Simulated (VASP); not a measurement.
Wanted: the native input for a VASP 6.6.1 run.

```yaml
Task: single point
Functional: PBE
Potentials_or_basis: VASP PAW PBE potentials, release 64 (Li_sv, Be)
Cutoff: 520 eV
k_mesh: 12 × 12 × 20
Occupations: gaussian, width 0.1 eV
Spin: no spin polarisation
Dipole_correction: no
Further_INCAR_settings: ALGO = Fast; EDIFF = 1e-06; NBANDS = 10
```

The structure of LiBe2 lies in POSCAR:

```
LiBe2
1.0
    3.8556692364      0.0000000000      0.0000000000
   -1.9278346182      3.3391075073      0.0000000000
    0.0000000000      0.0000000000      2.1875367236
Li Be
1 2
Direct
    0.6666666667      0.3333333333      0.5000000000
    0.0000000000      0.0000000000      0.0000000000
    0.3333333333      0.6666666667      0.5000000000
```

The cell was built by a generator and needn't be a form met in nature.

One way to write it, as run:

INCAR

```
PREC     = Accurate       # precision mode
ENCUT    = 520            # plane-wave cutoff, eV
EDIFF    = 1E-6           # SCF threshold, eV
ISMEAR   = 0              # smearing method
SIGMA    = 0.1            # smearing width, eV
LREAL    = False          # projectors in reciprocal space
LASPH    = True           # aspherical terms in the spheres
NELM     = 100            # most SCF steps
ALGO     = Fast           # electronic algorithm
ISIF     = 2              # what is computed and relaxed
LWAVE    = False          # write WAVECAR
LCHARG   = False          # write CHGCAR
GGA      = PE             # functional
NBANDS   = 10             # bands
```

KPOINTS

```
Automatic mesh
0
Gamma
  12 12 20
```

Potentials or basis: VASP PAW PBE potentials, release 64 (Li_sv, Be).

Launch:

```bash
$ cat potpaw_PBE.64/Li_sv/POTCAR potpaw_PBE.64/Be/POTCAR > POTCAR
$ mpirun -np 1 vasp_std > vasp.out
```

Results of the run:

The band gap on the k mesh is none (metal or under the smearing width).

Run time: 38 s on 1 thread of AMD EPYC 9R45 (Zen 5), with other jobs on the host, peak memory 0.14 GiB.
